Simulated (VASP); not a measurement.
Consider the following.

```
CELL_PARAMETERS angstrom
      3.09839     0.00000     0.00000
      0.00000     3.09839     0.00000
      0.00000     0.00000     3.09839
ATOMIC_POSITIONS crystal
  Zn 0.50000 0.50000 0.50000
  Au 0.00000 0.00000 0.00000
```

The numbers are results of LDA (Ceperley-Alder, Perdew-Zunger), VASP's LDA PAW potentials (set 64) (plane waves; VASP 6.6.1), not measurements. Run with 400 eV cut-off, 11×11×11 Γ-centred mesh, first-order Methfessel-Paxton smearing of 0.10 eV, potentials Zn Au.

Unless said otherwise, spin-orbit coupling is left out, though it shifts the bands of the heavy elements here.

Q: Estimate the energy per atom (σ→0), band gap (on the k-mesh) with the smallest direct gap where there is one.

A: 
- band gap (on the k-mesh) = none (metal, semimetal or under 0.01 eV)
- energy per atom (σ→0) = -3.379 eV/atom

The compound is AuZn in the CsCl type structure. It was relaxed first. The start is the result of an earlier pass. The electron count is odd and the run is not spin-polarised, which forces a metal.
